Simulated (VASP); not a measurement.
A run of VASP 6.6.1:

Contents of INCAR:

```
SYSTEM = W
  ALGO = Normal
  EDIFF = 1E-7
  EDIFFG = -0.002
  ENCUT = 520
  GGA = PE
  IBRION = 2
  ISIF = 3
  ISMEAR = 0
  LASPH = .True.
  LCHARG = .False.
  LREAL = .False.
  LWAVE = .False.
  NELM = 80
  NSW = 80
  PREC = Accurate
  SIGMA = 0.1
```

File KPOINTS:

```
k-points
0
Gamma
  4 4 4
  0 0 0
```

File POSCAR:

```
W                                       
1.0
   -1.5910411880      1.5910411880      1.5910411880
    1.5910411880     -1.5910411880      1.5910411880
    1.5910411880      1.5910411880     -1.5910411880
  W             
     1
Direct
     0.0000000000000000    0.0000000000000000    0.0000000000000000
```

Potentials or basis: VASP PAW PBE potentials, release 64 (W_sv).

Launch:

```sh
$ cat potpaw_PBE.64/W_sv/POTCAR > POTCAR
$ mpirun -np 1 vasp_std > vasp.out
```

Hardware: 1 thread of Intel(R) Xeon(R) Platinum 8488C (Sapphire Rapids) (shared host).

Problem. How long does it take, and how much memory?

Solution. It took 4.8 s on 1 thread of Intel(R) Xeon(R) Platinum 8488C (Sapphire Rapids) (shared host), peak memory 0.11 GiB. Counts: scf iterations 13, k points 8, ion steps 1.
